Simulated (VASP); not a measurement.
Consider the following.

```
CELL_PARAMETERS angstrom
      0.00000     2.38882     2.38882
      2.38882     0.00000     2.38882
      2.38882     2.38882     0.00000
ATOMIC_POSITIONS crystal
  B  0.25000 0.25000 0.25000
  As 0.00000 0.00000 0.00000
```

Computed with PBEsol GGA with spin-orbit coupling, VASP's PBE PAW potentials (set 64) (plane waves; VASP). Numerical set-up: 520 eV cut-off, 9×9×9 Γ-centred mesh, Gaussian smearing of 0.050 eV, potentials B As.

**Question.** Give the energies of bands 3 to 15 at the high-symmetry points, in eV from the valence-band maximum.

**Answer.** 
| band | Γ | X | U | L | W |
|---|---|---|---|---|---|
| 3 | -0.21 | -8.60 | -8.24 | -8.90 | -8.15 |
| 4 | -0.21 | -8.60 | -8.18 | -8.90 | -8.08 |
| 5 | 0.00 | -4.23 | -6.13 | -1.97 | -5.69 |
| 6 | 0.00 | -4.23 | -6.03 | -1.97 | -5.55 |
| 7 | 0.00 | -4.11 | -3.57 | -1.82 | -5.32 |
| 8 | 0.00 | -4.11 | -3.57 | -1.82 | -5.30 |
| 9 | 3.04 | 1.25 | 1.87 | 2.59 | 5.09 |
| 10 | 3.04 | 1.25 | 1.88 | 2.59 | 5.10 |
| 11 | 3.25 | 1.27 | 5.38 | 4.62 | 5.84 |
| 12 | 3.25 | 1.27 | 5.42 | 4.62 | 5.84 |
| 13 | 3.25 | 11.20 | 9.10 | 4.70 | 6.57 |
| 14 | 3.25 | 11.20 | 9.12 | 4.70 | 6.60 |
| 15 | 4.61 | 11.35 | 9.61 | 8.64 | 6.90 |

The gap is indirect, 1.03 eV, from the valence maximum at Γ to the conduction minimum at Γ-X at 0.86.

The structure comes from a computed database's BAs entry (F-43m); how it stands against other phases isn't given here. It was relaxed first.
